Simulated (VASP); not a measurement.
Runs of VASP 6.6.1 on InP. Symmetry: F-43m, No. 216, cubic system. The conventional cell has a = 5.958 Å, b = 5.958 Å, c = 5.958 Å, α = 90.00°, β = 90.00°, γ = 90.00°. Around In (site symmetry -43m) lie 4 P at 2.58 Å. Around P (site symmetry -43m) lie 4 In at 2.58 Å. 

| task | level | cell | k mesh | cutoff (eV) | grid for exact exchange (PRECFOCK) | exchange at q = 0 | screening parameter | gap on the mesh (eV) | pressure (GPa) |
| --- | --- | --- | --- | --- | --- | --- | --- | --- | --- |
| band structure | PBE | F-43m, 26.44 Å³/atom | 6 × 6 × 6 | 520 | Fast | - | - | 0.44 | 0.0 |
| band structure | PBE0 | F-43m, 26.44 Å³/atom | 6 × 6 × 6 | 520 | Fast | truncated | - | 1.80 | (a) |
| band structure | HSE06 | F-43m, 26.44 Å³/atom | 6 × 6 × 6 | 520 | Fast | - | 0.2 1/A | 1.21 | -2.0 |
| relaxation of cell and atoms | PBE | relaxed | 8 × 8 × 8 | 600 | - | - | - | 0.44 | 0.0 |

Alike in all rows: potentials or basis VASP PAW PBE potentials, release 64 (In_d, P); no spin polarisation; smearing gaussian 0.03 eV.

Estimate the missing entries.

(a) -2.3.

Caveats: spin-orbit coupling is left out, which moves the levels of the heavy elements; the PAW data sets were made with another functional, which shifts forces and pressure a little (some runs).

A k mesh can miss the band edges, and the runs leave out spin-orbit coupling on In.
